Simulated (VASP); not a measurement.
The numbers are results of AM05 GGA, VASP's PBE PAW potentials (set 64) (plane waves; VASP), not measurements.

VASP ran on this input.

### INCAR
```
LCHARG = .TRUE.
ENCUT = 520   ! plane-wave cut-off (eV)
LREAL = .FALSE.   ! projection in real space or not
ISMEAR = -5
LMAXMIX = 4
NEDOS = 601
LEFG = .TRUE.
EDIFF = 1E-7   ! SCF stop (eV)
PREC = Accurate
ALGO = Normal   ! blocked Davidson
GGA = AM   ! AM05
LWAVE = .FALSE.
SYSTEM = NiSb
LASPH = .TRUE.   ! aspherical one-centre terms
NELM = 100
ISIF = 2
LORBIT = 11   ! lm-projected
```

### POSCAR
```
NiSb
1
    1.9533658850    -3.3833291188     0.0000000000
    1.9533658850     3.3833291188     0.0000000000
   -0.0000000000    -0.0000000000     5.0740166138
Ni Sb
2 2
Direct
  0.0000000000   1.0000000000   0.5000000000
  0.0000000000   1.0000000000   1.0000000000
  0.3333330000   0.6666670000   0.2500000000
  0.6666670000   0.3333330000   0.7500000000
```

### KPOINTS
```
Automatic mesh
0
Gamma
10 10 7
0 0 0
```

POTCAR, in this order: Ni Sb (PBE.64 set). Program: vasp_std.

Output of the run:

OUTCAR:
```
 ion  position               nearest neighbor table
   1  0.000  0.000  0.500-   2 2.54   2 2.54   4 2.59   3 2.59   4 2.59   3 2.59   4 2.59   3 2.59
  LATTYP: Found a hexagonal cell.
 ALAT       =     3.9067319087
 C/A-ratio  =     1.2987880234
 Subroutine PRICEL returns:
 Original cell was already a primitive cell.
 Subroutine GETGRP returns: Found 24 space group operations
The static configuration has the point symmetry D_3d.
 The point group associated with its full space group is D_6h.
The dynamic configuration has the point symmetry D_3d.
 Subroutine INISYM returns: Found 24 space group operations
 Subroutine IBZKPT returns following result:
 Found     56 irreducible k-points:

 Following reciprocal coordinates:
            Coordinates               Weight
  0.000000  0.000000  0.000000      1.000000
  0.100000 -0.000000  0.000000      6.000000
  0.200000 -0.000000  0.000000      6.000000
  0.300000 -0.000000  0.000000      6.000000
  0.400000 -0.000000  0.000000      6.000000
  0.500000  0.000000  0.000000      3.000000
  0.100000  0.100000  0.000000      6.000000
  0.200000  0.100000  0.000000     12.000000
  0.300000  0.100000  0.000000     12.000000
  0.400000  0.100000  0.000000     12.000000
  0.200000  0.200000  0.000000      6.000000
  0.300000  0.200000  0.000000     12.000000
  0.400000  0.200000  0.000000      6.000000
  0.300000  0.300000  0.000000      6.000000
  0.000000  0.000000  0.142857      2.000000
  0.100000 -0.000000  0.142857     12.000000
  0.200000 -0.000000  0.142857     12.000000
  0.300000 -0.000000  0.142857     12.000000
  0.400000 -0.000000  0.142857     12.000000
  0.500000  0.000000  0.142857      6.000000
  0.100000  0.100000  0.142857     12.000000
  0.200000  0.100000  0.142857     24.000000
  0.300000  0.100000  0.142857     24.000000
  0.400000  0.100000  0.142857     24.000000
  0.200000  0.200000  0.142857     12.000000
  0.300000  0.200000  0.142857     24.000000
  0.400000  0.200000  0.142857     12.000000
  0.300000  0.300000  0.142857     12.000000
  0.000000  0.000000  0.285714      2.000000
  0.100000 -0.000000  0.285714     12.000000
  0.200000 -0.000000  0.285714     12.000000
  0.300000 -0.000000  0.285714     12.000000
  0.400000 -0.000000  0.285714     12.000000
  0.500000  0.000000  0.285714      6.000000
  0.100000  0.100000  0.285714     12.000000
  0.200000  0.100000  0.285714     24.000000
  0.300000  0.100000  0.285714     24.000000
  0.400000  0.100000  0.285714     24.000000
  0.200000  0.200000  0.285714     12.000000
  0.300000  0.200000  0.285714     24.000000
   k-points           NKPTS =     56   k-points in BZ     NKDIM =     56   number of bands    NBANDS=     19
   number of dos      NEDOS =    601   number of ions     NIONS =      4
   total plane-waves  NPLWV =  36000
   dimension x,y,z NGX =    30 NGY =   30 NGZ =   40
   dimension x,y,z NGXF=    60 NGYF=   60 NGZF=   80
   ions per type =               2   2
   PREC   = accura    normal or accurate (medium, high low for compatibility)
   ISTART =      0    job   : 0-new  1-cont  2-samecut
   ICHARG =      2    charge: 1-file 2-atom 10-const
   ISPIN  =      1    spin polarized calculation?
   LNONCOLLINEAR =      F non collinear calculations
   LSORBIT =      F    spin-orbit coupling
   INIWAV =      1    electr: 0-lowe 1-rand  2-diag
   ENCUT  =  520.0 eV  38.22 Ry    6.18 a.u.   7.26  7.26  9.43*2*pi/ulx,y,z
   NELM   =    100;   NELMIN=  2; NELMDL= -5     # of ELM steps
   EDIFF  = 0.1E-06   stopping-criterion for ELM
   LREAL  =      F    real-space projection
   NLSPLINE    = F    spline interpolate recip. space projectors
...
```

OSZICAR:
```
       N       E                     dE             d eps       ncg     rms          rms(c)
DAV:   1     0.171302549444E+03    0.17130E+03   -0.12709E+04  2128   0.164E+03
DAV:   2    -0.139087665506E+02   -0.18521E+03   -0.18023E+03  2155   0.324E+02
DAV:   3    -0.230465876010E+02   -0.91378E+01   -0.88600E+01  2427   0.893E+01
DAV:   4    -0.233023293391E+02   -0.25574E+00   -0.25453E+00  2430   0.140E+01
DAV:   5    -0.233104118124E+02   -0.80825E-02   -0.80475E-02  2599   0.265E+00    0.141E+01
DAV:   6    -0.259964444980E+02   -0.26860E+01   -0.39646E+01  2334   0.116E+02    0.178E+01
DAV:   7    -0.216404574285E+02    0.43560E+01   -0.14190E+01  2335   0.804E+01    0.400E+00
DAV:   8    -0.216937522240E+02   -0.53295E-01   -0.16601E+00  2924   0.114E+01    0.261E+00
DAV:   9    -0.216338414454E+02    0.59911E-01   -0.26354E-01  2411   0.879E+00    0.618E-01
DAV:  10    -0.216344536760E+02   -0.61223E-03   -0.79552E-03  2297   0.882E-01    0.492E-01
DAV:  11    -0.216340682954E+02    0.38538E-03   -0.65063E-04  2339   0.254E-01    0.153E-01
DAV:  12    -0.216339042461E+02    0.16405E-03   -0.60390E-04  2973   0.428E-01    0.361E-02
DAV:  13    -0.216339117935E+02   -0.75474E-05   -0.96637E-05  3064   0.864E-02    0.342E-02
DAV:  14    -0.216339103229E+02    0.14706E-05   -0.23888E-06  2451   0.147E-02    0.108E-02
DAV:  15    -0.216339098130E+02    0.50990E-06   -0.66313E-07  2578   0.748E-03    0.331E-03
DAV:  16    -0.216339088585E+02    0.95450E-06   -0.24191E-07  1532   0.802E-03    0.845E-04
DAV:  17    -0.216339087775E+02    0.81076E-07   -0.98719E-08  1139   0.217E-03
   1 F= -.21633909E+02 E0= -.21633909E+02  d E =0.000000E+00
```

**OUTCAR**
```
------------------------ aborting loop because EDIFF is reached ----------------------------------------
  FORCE on cell =-STRESS in cart. coord.  units (eV):
  Direction    XX          YY          ZZ          XY          YZ          ZX
  --------------------------------------------------------------------------------------
  Total       -0.0238439     -0.0238439     -0.1088117     -0.0000000      0.0000000      0.0000000
  in kB       -0.5696114     -0.5696114     -2.5994200     -0.0000000      0.0000000      0.0000000
  external PRESSURE =      -1.2462143 kB  Pullay stress =       0.0000000 kB
  volume of cell :       67.07
      direct lattice vectors                 reciprocal lattice vectors
     1.953365885 -3.383329119  0.000000000     0.255968431 -0.147783435  0.000000000
     1.953365885  3.383329119  0.000000000     0.255968431  0.147783435  0.000000000
     0.000000000  0.000000000  5.074016614     0.000000000  0.000000000  0.197082524
 POSITION                                       TOTAL-FORCE (eV/Angst)
 -----------------------------------------------------------------------------------
      0.00000      0.00000      2.53701        -0.000000     -0.000000     -0.000000
      0.00000      0.00000      0.00000        -0.000000     -0.000000     -0.000000
      1.95337      1.12778      1.26850         0.000000     -0.000000      0.000000
      1.95337     -1.12778      3.80551         0.000000      0.000000      0.000000
 -----------------------------------------------------------------------------------
    total drift:                                0.000000      0.000000      0.000000
  FREE ENERGIE OF THE ION-ELECTRON SYSTEM (eV)
  ---------------------------------------------------
  free  energy   TOTEN  =       -21.6339087775 eV

  energy  without entropy=      -21.6339087775  energy(sigma->0) =      -21.63390878

 total charge

# of ion       s       p       d       tot
------------------------------------------
    1        0.460   0.507   8.476   9.443
    2        0.460   0.507   8.476   9.443
    3        1.125   1.229   0.079   2.433
    4        1.125   1.229   0.079   2.433
--------------------------------------------------
tot          3.170   3.471  17.111  23.752

 Electric field gradients after diagonalization (V/A^2)
 (convention: |V_zz| > |V_xx| > |V_yy|)
----------------------------------------------------------------------
 ion       V_xx      V_yy      V_zz     asymmetry (V_yy - V_xx)/ V_zz
----------------------------------------------------------------------
   1      11.594    11.593   -23.187       0.000
   2      11.594    11.593   -23.187       0.000
   3     -40.658   -40.658    81.316       0.000
   4     -40.658   -40.658    81.316       0.000
```
(Selected blocks of OUTCAR.)

### OUTCAR
```
 val. band max:       10.1923069803   @ k =   0.0000   0.0000   0.0000

 cond. band min:      10.1320734109   @ k =   0.5000   0.0000   0.1429


 Fermi energy:        10.2193484575

 k-point     1 :       0.0000    0.0000    0.0000
  band No.  band energies     occupation
      1      -2.9680      2.00000
      2       1.7653      2.00000
      3       3.8229      2.00000
      4       6.1466      2.00000
      5       6.1466      2.00000
      6       6.9218      2.00000
      7       7.5394      2.00000
      8       7.5394      2.00000
      9       8.0141      2.00000
     10       8.0141      2.00000
     11       8.8355      2.00000
     12       8.8355      2.00000
     13      10.1923      2.00000
     14      10.8015     -0.77560
     15      10.8016      0.00000
     16      12.7326      0.00000
     17      12.7326      0.00000
     18      13.2962      0.00000
     19      14.3859      0.00000

 k-point     2 :       0.1000   -0.0000    0.0000
  band No.  band energies     occupation
      1      -2.8396      2.00000
      2       1.7551      2.00000
      3       3.9668      2.00000
      4       6.1179      2.00000
      5       6.1745      2.00000
      6       6.8749      2.00000
      7       7.4396      2.00000
      8       7.4868      2.00000
      9       7.9374      2.00000
     10       8.0376      2.00000
     11       8.8286      2.00000
     12       8.8366      2.00000
     13       9.8992      2.00000
     14      10.1503      1.63325
     15      10.3515      0.26726
     16      12.1093      0.00000
     17      13.1474      0.00000
     18      14.1597      0.00000
     19      14.4830      0.00000

 k-point     3 :       0.2000   -0.0000    0.0000
  band No.  band energies     occupation
      1      -2.4595      2.00000
      2       1.6895      2.00000
      3       4.3905      2.00000
      4       5.8965      2.00000
      5       6.2549      2.00000
      6       6.6689      2.00000
      7       7.2288      2.00000
...
```

For a metal the tetrahedron method with Blöchl corrections gives inexact stress and forces. Unless said otherwise, spin-orbit coupling is left out, though it shifts the bands of the heavy elements here.

The compound is NiSb in the NiAs type structure. It was relaxed first. The run is not spin-polarised, so no magnetic state was tried.
